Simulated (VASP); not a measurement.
Given:

```
Ge
1.0
    0.00000     2.83247     2.80415
    2.80415     0.00000     2.80415
    2.80415     2.83247     0.00000
Ge
2
Direct
  0.00000   0.00000   0.00000
  0.25000   0.25000   0.25000
```

Level of theory: r2SCAN meta-GGA, VASP's PBE PAW potentials (set 64) (plane waves; VASP 6.6.1). Run with 480 eV cut-off, 8×8×8 Γ-centred mesh, Gaussian smearing of 0.050 eV, potentials Ge_d.

Problem. Give the stress tensor in GPa (positive for a compressed cell).

Solution. 
```
2.10  0.00  0.00
0.00  1.25  0.00
0.00  0.00  2.10
```
The pressure is its mean diagonal, 1.82 GPa.

The compound is Ge in the diamond structure. This cell was strained or had an atom moved on purpose.
